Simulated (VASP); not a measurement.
## AgCl: structure and properties in VASP

Wanted: the relaxed cell of AgCl and its properties. The steps: relaxing cell and atoms (LDA), second relaxation, density, ELF and potential (LDA), bands along the symmetry lines (LDA), total and projected DOS (LDA), core levels (LDA), electric field gradients (LDA) and optical spectrum (LDA). The start is a computed cell from the Materials Project.

Calculated with VASP 6.6.1; LDA; plane waves and PAW (Ag, Cl).

Most raw output is cut from this account.

## 1. The starting structure

Before any relaxation, the start is as follows. The structure is cubic, space group Fm-3m (No. 225). Conventional cell: a = 5.545 Å, b = 5.545 Å, c = 5.545 Å, α = 90.00°, β = 90.00°, γ = 90.00°. Ag has 6 Cl at 2.77 Å nearest. Nearest to Cl lie 6 Ag at 2.77 Å. Farther neighbours and most contacts between anions are not listed.

## 2. Relaxing cell and atoms (LDA)

Properties are meant for the cell that this level of theory prefers, so cell and atoms are relaxed first (ISIF = 3) until forces and stress are small; EDIFFG sets the threshold. LDA, the lowest rung, knows the local density alone.

INCAR

```
SYSTEM = AgCl
PREC = Accurate
ENCUT = 400
EDIFF = 1E-06
NELM = 100
ISMEAR = 0
SIGMA = 0.05
LREAL = .FALSE.
ALGO = Normal
GGA = CA
NBANDS = 15
LASPH = .TRUE.
LORBIT = 11
LWAVE = .FALSE.
LCHARG = .FALSE.
KPAR = 2
IBRION = 2
NSW = 60
ISIF = 3
EDIFFG = -0.01
```

POSCAR

```
AgCl
1.0
    0.0000000000      2.7726629968      2.7726629968
    2.7726629968      0.0000000000      2.7726629968
    2.7726629968      2.7726629968      0.0000000000
Ag Cl
1 1
Direct
    0.0000000000      0.0000000000      0.0000000000
    0.5000000000      0.5000000000      0.5000000000
```

KPOINTS

```
Automatic mesh
0
Gamma
7 7 7
0 0 0
```

The projector-augmented-wave data sets are Ag and Cl (LDA family, release 64).

The run is started by

```bash
$ mpirun -np 2 vasp_std
```

The job ended after 25 s (2 MPI ranks of AMD EPYC 7R43, shared host; peak memory 0.21 GiB).

The gap is read on the k-mesh alone, so it is an upper bound where the band edges lie off the mesh. After so large a change of volume the plane waves of the start cell no longer fit, so the final stress carries a basis-set error. The run keeps the 48 symmetry operations of its start, so it cannot find a distortion of lower symmetry.

Step by step:

| step | energy less that of the first step (eV) | largest force (eV/Å) | pressure (GPa) | volume (Å³) |
| --- | --- | --- | --- | --- |
| 1 | 0.0000 | 0.0000 | -5.74 | 42.63 |
| 2 | -0.0850 | 0.0000 | 0.50 | 38.09 |
| 3 | -0.0854 | 0.0000 | 0.03 | 38.35 |

| conventional cell, symmetrised | before | after | change |
| --- | --- | --- | --- |
| a (Å) | 5.545 | 5.353 | -3.5 % |
| b (Å) | 5.545 | 5.353 | -3.5 % |
| c (Å) | 5.545 | 5.353 | -3.5 % |
| volume (Å³/atom) | 21.32 | 19.17 | -10.0 % |

Final coordinates:

```cif
data_structure
_symmetry_space_group_name_H-M 'P 1'
_symmetry_Int_Tables_number 1
_cell_length_a 3.7852
_cell_length_b 3.7852
_cell_length_c 3.7852
_cell_angle_alpha 60.000
_cell_angle_beta 60.000
_cell_angle_gamma 60.000
_cell_volume 38.35
loop_
_atom_site_label
_atom_site_type_symbol
_atom_site_fract_x
_atom_site_fract_y
_atom_site_fract_z
_atom_site_occupancy
Ag1 Ag 0.00000 0.00000 0.00000 1
Cl2 Cl 0.50000 0.50000 0.50000 1
```

Numbers from this step:

* electrons: 18
* bands: 15
* irreducible k-points: 20
* symmetry operations: 48
* free energy (TOTEN): -6.798 eV
* Fermi energy: 5.205 eV
* pressure: 0.02823 GPa
* metallic: no
* valence top at k: 0.4286, 0, 0
* conduction bottom at k: 0, 0, 0
* least direct gap at k: 0, 0, 0
* SCF cycles over all ionic steps: 26
* gap on the k-mesh: 0.7498 eV
* least direct gap on the k-mesh: 3.413 eV

It ends with forces that vanish by symmetry and a pressure of 0.03 GPa.

## 3. Second relaxation

The basis stayed that of the start cell while the cell moved. A rerun from the cell reached resets it; the error of the finite cutoff stays.

INCAR is that of step 2.

POSCAR

```
AgCl
1.0
    0.0000000000      2.6765397193      2.6765397193
    2.6765397193      0.0000000000      2.6765397193
    2.6765397193      2.6765397193      0.0000000000
Ag Cl
1 1
Direct
    0.0000000000      0.0000000000      0.0000000000
    0.5000000000      0.5000000000      0.5000000000
```

KPOINTS is that of step 2.

The run is started by

```bash
$ mpirun -np 2 vasp_std
```

Wall time 15 s (2 MPI ranks); peak memory 0.22 GiB; 29 s of CPU time.

Little changed from the start: no atom moved by 0.005 Å and no cell edge by 0.1 %.

Numbers from this step:

```
free energy (TOTEN)             : -6.793 eV
Fermi energy                    : 5.226 eV
pressure                        : 0.02732 GPa
SCF cycles over all ionic steps : 16
gap on the k-mesh               : 0.7502 eV
least direct gap on the k-mesh  : 3.422 eV
```

It ends with forces that vanish by symmetry and a pressure of 0.03 GPa.

## 4. Density, ELF and potential (LDA)

The relaxed cell gets a fresh self-consistent run, on a basis set for its own volume, to fix the density and to check the remaining stress.

INCAR, as its differences from that of step 3:

```diff
@@ -14,7 +14,5 @@
 LWAVE = .FALSE.
-LCHARG = .FALSE.
-KPAR = 2
-IBRION = 2
-NSW = 60
-ISIF = 3
-EDIFFG = -0.01
+LCHARG = .TRUE.
+ISIF = 2
+LELF = .TRUE.
+LVHAR = .TRUE.
```

POSCAR

```
AgCl
1.0
    0.0000000000      2.6748223195      2.6748223195
    2.6748223195      0.0000000000      2.6748223195
    2.6748223195      2.6748223195      0.0000000000
Ag Cl
1 1
Direct
    0.0000000000      0.0000000000      0.0000000000
    0.5000000000      0.5000000000      0.5000000000
```

KPOINTS is that of step 3.

The run is started by

```bash
$ mpirun -np 2 vasp_std
```

Elapsed: 13 s, on 2 MPI ranks; peak memory 0.19 GiB.

This step gave:

| Quantity | Value |
| --- | --- |
| SCF cycles | 11 |
| bands | 16 |
| free energy (TOTEN) | -6.792 eV |
| Fermi energy | 5.196 eV |
| pressure | 0.02227 GPa |

Valence electrons inside each PAW sphere by angular momentum. Sphere charges, by row:

| atom | s (e) | p (e) | d (e) | tot (e) |
| --- | --- | --- | --- | --- |
| Ag1 | 0.242 | 0.188 | 9.352 | 9.783 |
| Cl2 | 1.601 | 3.449 | 0 | 5.05 |

Electrostatic potential energy in the ac plane of the conventional cell at fractional y = 0.000, with atoms of Ag and Cl within 0.2 Å of it. With pseudopotentials it is smooth inside the atoms' cores, unlike the true potential.

Ten even steps from '_' (-89 eV) to '@' (4 eV), each cell a mean:
```
::--##@@@@##::____++@@@@%%++--
==**%%@@@@@@**==++%%@@@@@@##++
%%%%@@@@@@@@@@@@@@@@@@@@@@@@%%
@@@@@@@@@@@@@@@@@@@@@@@@@@@@@@
@@@@@@@@@@@@%%%%%%@@@@@@@@@@@@
==##@@@@@@%%**==++##@@@@@@%%++
__::%%@@@@**--::--++%%@@@@++__
__..##@@@@**--::::==%%@@@@==__
..==%%@@@@##==----**%%@@@@**::
##%%@@@@@@@@##****%%@@@@@@@@##
@@@@@@@@@@@@@@@@@@@@@@@@@@@@@@
@@@@@@@@@@@@@@@@@@@@@@@@@@@@@@
**##@@@@@@@@%%##%%@@@@@@@@%%##
--==##@@@@%%==..::##@@@@%%**--
::--**@@@@##..____==@@@@%%==::
```
Columns run along a (5.3 Å; values clipped at the 3rd and 97th percentile), rows up along c (5.3 Å), edges of the conventional cell, whose origin can differ from the input's. Atoms in or near the plane, at fractional coordinates: Ag at (0.00, 0.00), Ag at (0.50, 0.50), Cl at (0.50, 0.00), Cl at (0.00, 0.50).

ELF in the ac plane of the conventional cell at fractional y = 0.000, with atoms of Ag and Cl within 0.2 Å of it. It is the smooth field of the valence electrons, not physical close to the nuclei.

Ten even steps from '_' (0.00) to '@' (0.85), each cell a mean:
```
____::::++@@@@**%%@@##::::..__
..::::..==%%@@@@@@@@**::::::..
::::....::++##%%##**--....::::
::::..____..::::::::..__..::::
%%##++::....::::::......--**##
@@@@%%--..::::....::..::**@@@@
##@@@@++::::______..::::##@@%%
++@@@@++::::______..::::%%@@**
%%@@@@==..::..____::::::##@@@@
@@@@##::..::::::::::....++%%@@
++==::..__....::::....__::==++
::....__..::==++++--::__....::
::::::..::##@@@@@@%%++....::::
__..::..==@@@@@@@@@@##::::::__
____::::++@@%%++##@@%%::::..__
```
Columns run along a (5.3 Å), rows up along c (5.3 Å), edges of the conventional cell, whose origin can differ from the input's. Atoms in or near the plane, at fractional coordinates: Ag at (0.00, 0.00), Ag at (0.50, 0.50), Cl at (0.50, 0.00), Cl at (0.00, 0.50).

Valence density in the ac plane of the conventional cell at fractional y = 0.000, with atoms of Ag and Cl within 0.2 Å of it. It is the smooth field of the valence electrons, not physical close to the nuclei.

Values in e/Å³, 15 rows by 15 columns, each cell a mean:
```
5.9 3.6 1.2 0.3 0.4 1.0 1.6 0.9 1.4 1.4 0.6 0.3 0.6 2.3 5.0
2.7 1.6 0.5 0.2 0.2 0.6 1.2 1.5 1.4 0.8 0.3 0.2 0.3 1.0 2.3
0.7 0.4 0.2 0.1 0.1 0.2 0.5 0.7 0.6 0.3 0.2 0.1 0.1 0.3 0.6
0.3 0.2 0.1 0.1 0.1 0.1 0.2 0.3 0.3 0.2 0.1 0.1 0.1 0.2 0.3
0.6 0.4 0.2 0.1 0.1 0.2 0.4 0.7 0.6 0.3 0.1 0.1 0.2 0.3 0.6
1.5 1.1 0.5 0.2 0.2 0.5 1.6 2.6 2.2 0.9 0.3 0.2 0.3 0.8 1.4
1.0 1.6 0.9 0.3 0.3 1.2 3.6 5.9 4.9 2.2 0.6 0.3 0.6 1.4 1.4
0.3 1.5 1.1 0.4 0.4 1.4 4.3 7.1 5.9 2.6 0.7 0.3 0.7 1.5 0.9
1.5 1.5 0.8 0.3 0.3 0.9 2.6 4.3 3.6 1.6 0.4 0.2 0.5 1.2 1.6
1.1 0.8 0.4 0.2 0.1 0.3 0.9 1.4 1.2 0.5 0.2 0.1 0.2 0.6 1.0
0.4 0.3 0.2 0.1 0.1 0.1 0.3 0.4 0.3 0.2 0.1 0.1 0.1 0.2 0.4
0.4 0.3 0.1 0.1 0.1 0.2 0.3 0.4 0.3 0.2 0.1 0.1 0.1 0.2 0.3
1.4 0.8 0.3 0.1 0.2 0.4 0.8 1.1 0.9 0.5 0.2 0.1 0.2 0.5 1.2
4.2 2.5 0.8 0.3 0.3 0.8 1.5 1.5 1.6 1.1 0.4 0.2 0.4 1.6 3.6
7.0 4.2 1.4 0.4 0.4 1.1 1.5 0.3 1.0 1.5 0.6 0.3 0.7 2.7 5.9
```
Columns run along a (5.3 Å), rows up along c (5.3 Å), edges of the conventional cell, whose origin can differ from the input's. Atoms in or near the plane, at fractional coordinates: Ag at (0.00, 0.00), Ag at (0.50, 0.50), Cl at (0.50, 0.00), Cl at (0.00, 0.50).

In this run the pressure is 0.02 GPa, small enough to go on.

## 5. Bands along the symmetry lines (LDA)

The mesh alone shows little of the dispersion and can miss band extrema, so KPOINTS_OPT adds a path through the symmetry points after the self-consistent cycle.

INCAR

```
SYSTEM = AgCl
PREC = Accurate
ENCUT = 400
EDIFF = 1E-06
NELM = 100
ISMEAR = 0
SIGMA = 0.05
LREAL = .FALSE.
ALGO = Normal
GGA = CA
NBANDS = 21
LASPH = .TRUE.
LORBIT = 11
LWAVE = .FALSE.
LCHARG = .FALSE.
KPAR = 2
```

POSCAR is that of step 4.

KPOINTS is that of step 4.

KPOINTS_OPT

```
Line mode
16
Line-mode
Reciprocal
  0.00000000   0.00000000   0.00000000 GAMMA
  0.50000000   0.00000000   0.50000000 X

  0.50000000   0.00000000   0.50000000 X
  0.50000000   0.25000000   0.75000000 W

  0.50000000   0.25000000   0.75000000 W
  0.37500000   0.37500000   0.75000000 K

  0.37500000   0.37500000   0.75000000 K
  0.00000000   0.00000000   0.00000000 GAMMA

  0.00000000   0.00000000   0.00000000 GAMMA
  0.50000000   0.50000000   0.50000000 L

  0.50000000   0.50000000   0.50000000 L
  0.62500000   0.25000000   0.62500000 U

  0.62500000   0.25000000   0.62500000 U
  0.50000000   0.25000000   0.75000000 W

  0.50000000   0.25000000   0.75000000 W
  0.50000000   0.50000000   0.50000000 L

  0.50000000   0.50000000   0.50000000 L
  0.37500000   0.37500000   0.75000000 K

  0.62500000   0.25000000   0.62500000 U
  0.50000000   0.00000000   0.50000000 X
```

The run is started by

```bash
$ mpirun -np 2 vasp_std
```

The job ended after 72 s (2 MPI ranks; peak memory 0.26 GiB).

Spin-orbit coupling is off here; it would split degenerate levels.

Numbers from this step:

```
SCF cycles                        : 12
bands                             : 21
Fermi energy                      : 5.302 eV
pressure                          : 0.01250 GPa
least gap on mesh and path        : 0.6544 eV
least direct gap on mesh and path : 3.174 eV
valence top at k                  : 0.5, 0.5, 0.5
least direct gap at k             : 0.05, 0.05, 0.1
```

The electronic bands at the labelled points (eV, zero at the valence-band top; v1 is the highest filled band, c1 the lowest empty one):

| point | v4 | v3 | v2 | v1 | c1 | c2 | c3 | c4 |
| --- | --- | --- | --- | --- | --- | --- | --- | --- |
| Γ | -2.98 | -2.77 | -2.77 | -2.77 | 0.65 | 10.71 | 10.71 | 10.71 |
| 0.53 of the way | -2.84 | -2.12 | -2.12 | -1.64 | 3.50 | 7.06 | 8.36 | 10.11 |
| X | -2.73 | -2.37 | -2.37 | -2.20 | 1.93 | 7.71 | 8.76 | 11.80 |
| 0.47 of the way | -2.37 | -2.37 | -2.35 | -1.87 | 2.68 | 7.57 | 8.40 | 10.06 |
| W | -2.43 | -2.37 | -2.33 | -1.54 | 4.17 | 7.70 | 7.70 | 7.83 |
| 0.53 of the way | -2.44 | -2.27 | -2.10 | -1.43 | 3.70 | 7.16 | 7.95 | 8.94 |
| K | -2.45 | -2.23 | -2.00 | -1.32 | 3.34 | 7.05 | 8.06 | 9.84 |
| 0.47 of the way | -2.60 | -2.08 | -2.05 | -0.21 | 4.03 | 6.82 | 7.66 | 8.42 |
| Γ | -2.98 | -2.77 | -2.77 | -2.77 | 0.65 | 10.71 | 10.71 | 10.71 |
| 0.47 of the way | -2.81 | -2.49 | -1.11 | -1.11 | 2.68 | 7.76 | 9.18 | 9.18 |
| L | -2.53 | -2.14 | 0.00 | 0.00 | 3.66 | 6.97 | 7.23 | 7.23 |
| 0.47 of the way | -2.52 | -2.20 | -0.92 | -0.39 | 4.64 | 5.46 | 8.01 | 8.03 |
| U | -2.45 | -2.23 | -2.00 | -1.32 | 3.34 | 7.05 | 8.06 | 9.84 |
| 0.47 of the way | -2.44 | -2.27 | -2.10 | -1.43 | 3.70 | 7.16 | 7.95 | 8.94 |
| W | -2.43 | -2.37 | -2.33 | -1.54 | 4.17 | 7.70 | 7.70 | 7.83 |
| 0.53 of the way | -2.53 | -2.21 | -1.10 | -0.56 | 5.06 | 5.14 | 8.00 | 8.20 |
| L | -2.53 | -2.14 | 0.00 | 0.00 | 3.66 | 6.97 | 7.23 | 7.23 |
| 0.47 of the way | -2.52 | -2.20 | -0.92 | -0.39 | 4.64 | 5.46 | 8.01 | 8.03 |
| K | -2.45 | -2.23 | -2.00 | -1.32 | 3.34 | 7.05 | 8.06 | 9.84 |
| jump to U | -2.45 | -2.23 | -2.00 | -1.32 | 3.34 | 7.05 | 8.06 | 9.84 |
| 0.47 of the way | -2.39 | -2.33 | -2.14 | -2.09 | 2.40 | 7.55 | 8.51 | 11.05 |
| X | -2.73 | -2.37 | -2.37 | -2.20 | 1.93 | 7.71 | 8.76 | 11.80 |

Of the projections kept (Ag, Cl), the largest for each band there; the rest of the weight can lie on other orbitals:

| point | v4 | v3 | v2 | v1 | c1 | c2 | c3 | c4 |
| --- | --- | --- | --- | --- | --- | --- | --- | --- |
| Γ | Ag 1.00 | Cl 0.97 | Cl 0.97 | Cl 0.97 | Ag 0.65 | Ag 1.00 | Ag 1.00 | Ag 1.00 |
| X | Ag 1.00 | Ag 1.00 | Ag 1.00 | Ag 0.96 | Ag 0.95 | Ag 1.00 | Cl 0.71 | Ag 0.64 |
| W | Ag 0.88 | Ag 1.00 | Ag 0.97 | Ag 0.85 | Ag 0.69 | Cl 0.54 | Cl 0.54 | Ag 0.88 |
| K | Ag 1.00 | Ag 0.94 | Ag 0.91 | Ag 0.71 | Ag 0.82 | Ag 0.61 | Cl 0.66 | Ag 0.76 |
| Γ | Ag 1.00 | Cl 0.97 | Cl 0.97 | Cl 0.97 | Ag 0.65 | Ag 1.00 | Ag 1.00 | Ag 1.00 |
| L | Ag 1.00 | Ag 0.92 | Ag 0.58 | Ag 0.58 | Ag 0.71 | Ag 0.52 | Ag 1.00 | Ag 1.00 |

The path lowers the gap by 0.10 eV against the mesh alone, so a band edge lies off the mesh.

## 6. Total and projected DOS (LDA)

A density of states needs more k-points than a total energy; ISMEAR = -5 takes tetrahedra, and LORBIT projects the states on the PAW spheres. The mesh is finer than in the run before.

INCAR, as its differences from that of step 5:

```diff
@@ -5,3 +5,3 @@
 NELM = 100
-ISMEAR = 0
+ISMEAR = -5
 SIGMA = 0.05
@@ -16 +16,2 @@
 KPAR = 2
+NEDOS = 2001
```

POSCAR is that of step 5.

KPOINTS

```
Automatic mesh
0
Gamma
11 11 11
0 0 0
```

The run is started by

```bash
$ mpirun -np 2 vasp_std
```

Elapsed: 35 s, on 2 MPI ranks; peak memory 0.24 GiB; 68 s of CPU time.

This step gave:

```yaml
irreducible_k_points: 56
free_energy_toten: -6.793 eV
fermi_energy: 5.016 eV
pressure: 0.01109 GPa
valence_top_at_k: 0.4545, 0, 0
least_direct_gap_at_k: -0.09091, 0.09091, 0
gap_on_the_k_mesh: 0.6938 eV
least_direct_gap_on_the_k_mesh: 3.272 eV
```

The density of states has structure finer than the step of the table below, so its rows give means over 0.5 eV, whole bins alone (the curve runs from -12.0 to 8.60 eV). Peaks (eV: height): total -4.84: 8.86, -2.48: 13.2, -2.21: 12.7, 7.97: 5.01; Ag d -4.84: 2.95, -2.48: 12.3, -2.21: 10.4; Cl p -5.46: 1.20, -4.84: 3.25, -2.14: 1.16, 7.97: 0.667; Ag s -5.67: 0.213, -2.21: 0.213, 4.17: 0.330, 5.62: 0.172; Ag p -5.18: 0.09, -4.84: 0.171, 4.65: 0.105, 7.97: 0.714.

States under -12.0 eV and over 8.6 eV are left out. The density of states by energy, zero at the valence-band top; means over each step; values in states/eV/cell:

| energy (eV) | total | Ag d | Cl p | Ag s | Ag p |
| --- | --- | --- | --- | --- | --- |
| -7.0 | 0 | 0 | 0 | 0 | 0 |
| -6.5 | 0.00139 | 1.6e-4 | 5.0e-4 | 1.6e-4 | 0 |
| -6.0 | 0.687 | 0.0846 | 0.253 | 0.0701 | 0.00486 |
| -5.5 | 2.35 | 0.347 | 0.911 | 0.158 | 0.0462 |
| -5.0 | 3.21 | 0.954 | 1.20 | 0.0383 | 0.0688 |
| -4.5 | 3.76 | 1.26 | 1.39 | 0.0204 | 0.0712 |
| -4.0 | 1.67 | 0.544 | 0.637 | 0.00629 | 0.0365 |
| -3.5 | 0.345 | 0.161 | 0.103 | 0.00104 | 0.00432 |
| -3.0 | 2.09 | 1.77 | 0.0811 | 0.00381 | 0.00404 |
| -2.5 | 7.04 | 6.31 | 0.201 | 0.0242 | 0.00830 |
| -2.0 | 5.06 | 3.86 | 0.616 | 0.0732 | 0.0322 |
| -1.5 | 1.98 | 1.24 | 0.410 | 0.0312 | 0.0276 |
| -1.0 | 1.71 | 0.974 | 0.449 | 0.0199 | 0.0255 |
| -0.5 | 1.52 | 0.827 | 0.486 | 0.00604 | 0.0167 |
| 0.0 | 0.539 | 0.288 | 0.190 | 3.8e-4 | 0.00279 |
| 0.5 | 6.7e-5 | 0 | 0 | 2.4e-5 | 0 |
| 1.0 | 0.0138 | 1.3e-5 | 9.9e-4 | 0.00445 | 1.1e-4 |
| 1.5 | 0.0399 | 2.9e-4 | 0.00497 | 0.0117 | 7.0e-4 |
| 2.0 | 0.0896 | 0.00100 | 0.0113 | 0.0297 | 0.00183 |
| 2.5 | 0.259 | 0.00302 | 0.0278 | 0.0999 | 0.00627 |
| 3.0 | 0.434 | 0.00777 | 0.0572 | 0.157 | 0.0145 |
| 3.5 | 0.746 | 0.0195 | 0.119 | 0.244 | 0.0317 |
| 4.0 | 1.13 | 0.0271 | 0.170 | 0.302 | 0.0806 |
| 4.5 | 1.05 | 0.0234 | 0.149 | 0.257 | 0.0929 |
| 5.0 | 0.243 | 0.00531 | 0.0351 | 0.0579 | 0.0235 |
| 5.5 | 0.388 | 0.00778 | 0.0581 | 0.0713 | 0.0468 |
| 6.0 | 0.902 | 0.0187 | 0.118 | 0.125 | 0.128 |
| 6.5 | 0.901 | 0.0243 | 0.112 | 0.0900 | 0.141 |
| 7.0 | 0.799 | 0.0356 | 0.0906 | 0.0442 | 0.129 |
| 7.5 | 1.40 | 0.105 | 0.144 | 0.0231 | 0.189 |
| 8.0 | 3.27 | 0.200 | 0.419 | 0.0410 | 0.485 |

The gap on this mesh is 0.69 eV. In the top eV of the valence band the largest shares in the PAW spheres are Ag d 55 % and Cl p 31 %. The rest lies in smaller channels or between the spheres.

(Part 1 of 2 ends here.)

[Lines on the potential files, build, host, timing and source positions are cut from VASP's logs without a mark.]

[Logs are printed without paths, hosts, clocks, repeated set-up lines and the standing remarks that a program may print on its own settings, such as how far it seeks lower states.]

[Hosts, paths, dates, database ids (printed as entryN), source tags and the programs' standing remarks are cut or masked in the printed files.]

[A measured line is paired with the nearest computed mode of its activity, which favours agreement.]
